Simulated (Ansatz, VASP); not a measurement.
# KBr: VASP beside Ansatz, part 2 of 2

Aim: how closely do two programs agree when they are given the same cell, functional and k mesh? The cell is taken from a series of runs on this material, whose earlier steps may have relaxed, scaled, displaced or heated it; both programs get it as it stands.

VASP 6.6.1 and Ansatz 0.2.0.

So far: The structure; VASP: relaxation of cell and atoms, r2SCAN.

## (3) Ansatz: relaxation of cell and atoms, r2SCAN

Level of this step: Ansatz beside VASP: Kohn-Sham DFT, plane waves, r2SCAN (Ansatz).

Ansatz runs on its default PAW (the set named soft_2) files.

The same cell, functional, mesh and smearing now go to Ansatz, which takes its cutoff from its data sets.

Input file input.yaml:

```yaml
crystal:
  lattice:
    - [0.0, 3.3, 3.3]
    - [3.3, 0.0, 3.3]
    - [3.3, 3.3, 0.0]
  atoms:
    - { symbol: K, position: [0.0, 0.0, 0.0] }
    - { symbol: Br, position: [0.5, 0.5, 0.5] }
kpoints:
  mp_grid: { grid: [6, 6, 6] }
hamiltonian:
  xc: r2scan
scf:
  occupations: { method: gaussian, width: 0.02 }
output:
  forces: true
  stress: true
  eigenvalues: true
  write_density: true
  write_potential: true
  elf: true
  volumetric_format: npy
relax:
  adjacent_minimum: "off"
  f_tol: 0.005
  max_steps: 80
  cell: { stress_tol: 0.05 }
```

On the command line:

```
> ansatz run input.yaml --threads 16 --pin off --max-ram 30720MiB --backend cpu --events-out ev --progress --plain --runs-dir out
```

Numbers of over 12 decimals in the logs are rounded to 6 here.

Output:

```text
Engine: ansatz 0.2.0, aarch64-unknown-linux-gnu
Pseudopotentials: kind: paw
Pseudopotential: K, paw, valence charge 9, recommended cutoff 500 eV (meta_gga), K.paw.azcp
Pseudopotential: Br, paw, valence charge 7, recommended cutoff 500 eV (meta_gga), Br.paw.azcp
Functional definition: r2SCAN
  parameter k0 = 0.174
  parameter k1 = 0.065
  parameter a1 = 4.9479
  exchange = r2scan_x(k0 = k0, k1 = k1, a1 = a1)
  correlation = r2scan_c
Crystal: 2 atoms, lattice volume = 71.874 Å³
Basis set: ecut = 500 eV, 1837 PW (Γ), exchange–correlation on 144×144×144 points (64 copies of the dense FFT grid, shifted against one another)
Bands: 12, of which v1, the nominal top of the filled ones, is band 8 counted from 1 (7 counted from 0)
Symmetry: 48 space group operations
Space group: Fm-3m (ITA 225), of the structure as read, at distance tolerance 4.2e-5 Å
k-points: 16 of 216
Non-local potential: K, projectors of the file, l = 0: 3, l = 1: 2, l = 2: 2
Non-local potential: Br, projectors of the file, l = 0: 2, l = 1: 2, l = 2: 2
PAW form: soft (Blöchl's): semilocal exchange-correlation on the pseudo side does not see the compensation charge
PAW frozen core: K, regenerated for the run's functional (the file was generated under x = pbe(κ = 0.804, μ = 0.219515), c = pbe(β = 0.066725))
PAW frozen core: Br, regenerated for the run's functional (the file was generated under x = pbe(κ = 0.804, μ = 0.219515), c = pbe(β = 0.066725))
PAW one-centre angular grid: K, 302 points (default); XC on 160 Gauss nodes
PAW one-centre angular grid: Br, 302 points (default); XC on 160 Gauss nodes
Initial density: superposition of atomic densities (neutral atoms: chi_scale 0, normalization atom), corrected by the library's trained network
Initial wavefunctions: pseudopotential atomic-orbital guess
Functional: x = r2scan, c = r2scan; τ floored in thin density (d = 2e-4 eV/Å³)
SCF iter   1: F=—  HF=-4339.299689 eV  |F-HF|=—  |Δ(HF+E_count)|=         —  Δρ=2.50e-3  dr2=3.47e-3  dr2_τ=2.32e-3  ethr=1.77e-3  ⟨swp⟩=7.2  Hψ=1404  notcnv=0
preconditioner: auto → none  [insulator: Δε(μ)=5.160 eV  Ē_g=15.677 eV  σ=0.020 eV  W_gap=1.00  n_scr=14 (ndim 8)  ℏωp=16.4 eV  f_vac=0.061  D(μ)=0.00/eV (n_scr^D=0)  ε∞_Penn≈2.1]
SCF iter   2: F=—  HF=-4339.313102 eV  |F-HF|=—  |Δ(HF+E_count)|=   1.34e-2  Δρ=1.05e-3  dr2=2.84e-4  dr2_τ=6.30e-5  ethr=2.17e-5  ⟨swp⟩=3.0  Hψ=563  notcnv=0
SCF iter   3: F=—  HF=-4339.313197 eV  |F-HF|=—  |Δ(HF+E_count)|=   9.51e-5  Δρ=4.09e-4  dr2=4.07e-5  dr2_τ=5.17e-6  ethr=1.78e-6  ⟨swp⟩=2.3  Hψ=370  notcnv=0
SCF iter   4: F=—  HF=-4339.313220 eV  |F-HF|=—  |Δ(HF+E_count)|=   2.28e-5  Δρ=6.24e-5  dr2=8.97e-7  dr2_τ=5.65e-7  ethr=2.55e-7  ⟨swp⟩=2.0  Hψ=313  notcnv=0
iter 5 did not close the SCF: its close was put off for the readings that it lacked (scf_convergence_deferred on its scf_iter line)
SCF iter   5: F=-4339.313221 eV  HF=-4339.313221 eV  |F-HF|=2.36e-8  |Δ(HF+E_count)|=   1.48e-6  Δρ=5.87e-6  dr2=1.05e-8  dr2_τ=3.43e-9  ethr=5.61e-9  ⟨swp⟩=2.0  Hψ=300  notcnv=0
SCF iter   6: F=-4339.313221 eV  HF=-4339.313221 eV  |F-HF|=3.09e-11  |Δ(HF+E_count)|=   2.73e-8  Δρ=3.81e-7  dr2=8.26e-11  dr2_τ=1.59e-11  ethr=6.58e-11  ⟨swp⟩=6.0  Hψ=1160  notcnv=0
SCF 1 converged in 6 iterations: F = -4339.313221 eV  dr2 = 8.26e-11
  greatest PAW one-centre occupation: 0.989 electrons in one spin orbital (limit 2), on the K atom at site 0 (counted from 0), in its partial waves of l = 0
relax step   1: F+E_penalty+E_count = -4339.31322148 eV  Δ(F+E_penalty+E_count) = +0.000e0 eV  max|allowed force component| = 1.169e-29 eV/Å  Δτ_max = 0.0000 Å  P = +0.066 GPa  Ω = 71.874 Å³  (6 SCF iters, dr2 threshold 1.00e-7 eV, accepted)
[...]
relax step   2: F+E_penalty+E_count = -4339.31325076 eV  Δ(F+E_penalty+E_count) = -2.928e-5 eV  max|allowed force component| = 2.419e-29 eV/Å  Δτ_max = 0.0000 Å  P = +0.033 GPa  Ω = 72.020 Å³  energy of the carried Pulay correction = -1.603e-5 eV  (5 SCF iters, dr2 threshold 1.10e-8 eV, accepted)
[...]
relax step   3: F+E_penalty+E_count = -4339.31326798 eV  Δ(F+E_penalty+E_count) = -1.722e-5 eV  max|allowed force component| = 2.833e-29 eV/Å  Δτ_max = 0.0000 Å  P = +0.034 GPa  Ω = 72.020 Å³  stress off target by 3.36e-2 GPa  SCF on the basis re-selected at this cell (its energy is not comparable with the rows above)  (4 SCF iters)
basis re-selected at this cell: Δ(F+E_penalty+E_count) = -1.722e-5 eV, ΔP = +0.000 GPa vs the last step (what re-selecting the basis moved, of the pressure what is left beyond the Pulay correction that the steps carried, after the strain that the cell walked since its last selection, with what the two solves' SCF thresholds leave and, on support functions, any second-order correction that the steps lacked; it is no m [...]
SCF converged after 4 iterations
Free energy (F): -4339.313268 eV
Harris-Foulkes:  -4339.313268 eV  (|F-HF|=3.64e-12)
Internal energy: -4339.313268 eV  (E = F + TS)
E sigma→0 (E₀):  -4339.313268 eV
Fermi energy:    3.186637 eV
--- Per-component energies (eV) ---
  E_band       = -144.694920
  E_kinetic    = 388.887463
  E_local      = -839.122093  (includes V_loc(G=0)·N_el)
  E_nonlocal   = 82.397525
  E_hartree    = 272.016740
  E_xc         = -385.710383
  E_vxc        = -302.342648  (∫ρ·V_xc dr)
  E_paw        = -3057.981473  (= ΣΔE_a)
  E_vpaw       = -35.694111  (= ΣTr[D̂ρ^β])
  E_aug_tail   = -0.000003  (compensation charges beyond the density's cutoff)
  E_vtau       = 17.145392  (kinetic-family band-sum trace: ∫τ·v_τ [+ j·A + Jᵃ·Aᵃ] dr)
  E_ewald      = -799.446666
  E_core_change = -0.354379  (= ΣΔE_core)
  E_smearing   = -0.000000  (= −TS)
  E_closure    = 0.000000  (closes the sum)
  Σ components = -4339.313268   (vs F -4339.313268, Δ=0.00e0)
--- Forces (eV/Å), atoms counted from 1 ---
  atom   1  K     -0.00000000     0.00000000    -0.00000000
  atom   2  Br     0.00000000    -0.00000000    -0.00000000
  max |Σ_I F_I| component: 5.69e-29 eV/Å
--- Stress (GPa, compression-positive) ---
        0.033602      -0.000000      -0.000000
       -0.000000       0.033602      -0.000000
       -0.000000      -0.000000       0.033602
  P = ⅓ Tr σ = 0.0336 GPa (0.336 kbar)
--- Band table (eV; the first three rows and the last of 16) ---
  k-point 0: bands = [... 4 lower, -10.8704, 0.6509, 0.6509, 0.6509, 5.7222, 8.8857, 8.8857, 8.8857]
  k-point 1: bands = [... 4 lower, -10.8055, 0.2979, 0.5640, 0.5640, 6.3721, 8.7029, 9.2230, 9.2230]
  k-point 2: bands = [... 4 lower, -10.6862, -0.2711, 0.4001, 0.4001, 7.4389, 8.9658, 10.1262, 10.1262]
  k-point 15: bands = [... 4 lower, -10.8093, -0.0607, 0.1817, 0.2012, 7.7637, 9.4071, 9.5228, 10.7373]
--- Relaxed structure (2 steps of the walk, 2 accepted, 1 SCFs on fresh bases) ---
  F+E_penalty+E_count = -4339.31326798 eV   max|allowed force component| = 2.833e-29 eV/Å   (the final SCF, on the basis selected at the relaxed cell)
  cell:  # Å, volume = 72.0195 Å³
    - [0, 3.302226, 3.302226]
    - [3.302226, 0, 3.302226]
    - [3.302226, 3.302226, 0]
  atoms:
    - { symbol: K, position: [0, 0, 0] }
    - { symbol: Br, position: [0.500000, 0.500000, 0.500000] }
```

Reading the cycles: dr2 is the Hartree energy of the density residual (eV), the measure of convergence; HF is the Harris–Foulkes estimate of the energy, which meets the free energy F at convergence.

## (4) Comparison

Known differences besides the potentials themselves: VASP keeps PBE cores, Ansatz makes them for the functional; the cutoff is 500 eV in Ansatz and 550 eV in VASP; Ansatz adds a Pulay correction to the stress that steers its cell, VASP none. Total energies have different zeros and are not compared.

The two programs side by side:

| quantity | Ansatz | VASP | difference |
| --- | --- | --- | --- |
| volume (Å³) | 72.02 | 72.16 | -0.19 % |
| edge a after relaxation, in the typed setting (Å) | 4.670 | 4.673 | -0.06 % |

## (5) Results

```
difference in volume (relaxation of cell and atoms, r2SCAN) : -0.19 %
```

What this shows: The difference in volume is -0.19 % (relaxation of cell and atoms, r2SCAN), within the 1.2 % picked in this series as the mark of a large difference, as far as the stopping tolerances let one tell. How closely two codes agree says nothing of how well the functional describes the real material.

[Lines on the potential files, build, host, timing and source positions are cut from VASP's logs without a mark.]

[Logs are printed without paths, hosts, clocks, repeated set-up lines and the standing remarks that a program may print on its own settings, such as how far it seeks lower states.]

[Hosts, paths, dates, database ids (printed as entryN), source tags and the programs' standing remarks are cut or masked in the printed files.]
